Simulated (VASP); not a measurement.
Calculation: PBE GGA with D3 dispersion (Becke-Johnson damping), VASP's PBE PAW potentials (set 64) (plane waves; VASP).

VASP ran on this input.

**INCAR**
```
LASPH  =  .TRUE.   # aspherical one-centre terms
LCHARG  =  .FALSE.
SYSTEM  =  BaTiO3
IVDW  =  12   # D3, Becke-Johnson
LMAXMIX  =  4
PREC  =  Accurate
IBRION  =  2
NSW  =  30   # most ionic steps
GGA  =  PE   # PBE
ISMEAR  =  0   # Gaussian
SIGMA  =  0.05   # width (eV)
ISIF  =  4   # ions and shape, fixed volume
LWAVE  =  .FALSE.
LREAL  =  .FALSE.
NELM  =  100
ENCUT  =  520   # plane-wave cut-off (eV)
ALGO  =  Normal   # blocked Davidson
EDIFFG  =  -0.01   # ionic stop
EDIFF  =  1E-7   # SCF stop (eV)
```

File POSCAR:
```
BaTiO3
1
    4.0236176197     0.0000000000     0.0000000000
    0.0000000000     4.0236176197     0.0000000000
    0.0000000000     0.0000000000     4.1580088022
Ba Ti O
1 1 3
Direct
  0.0000000000   0.0000000000   0.0044150952
  0.5000000000   0.5000000000   0.5233266376
  0.5000000000   0.5000000000   0.9688142417
  1.0000000000   0.5000000000   0.4837220127
  0.5000000000   0.0000000000   0.4837220127
```

File KPOINTS:
```
kpoints
0
Gamma
6 6 6
0 0 0
```

POTCAR, in this order: Ba_sv Ti_sv O (PBE.64 set). Program: vasp_std.

### Question
What will the output report for the number of irreducible k-points (NKPTS), largest plane-wave count, number of space-group operations, FFT grid (NGX, NGY, NGZ)?

### Answer

```json
{
  "number of irreducible k-points (NKPTS)": "40",
  "largest_plane_wave_count": "1840",
  "number_of_space_group_operations": "8",
  "FFT grid (NGX, NGY, NGZ)": "30 × 30 × 32"
}
```

The compound is BaTiO3 in the tetragonal perovskite structure. This cell is one point of a volume scan, at 1.03 of the reference volume. Symmetry was kept, so distortions that lower it aren't found.
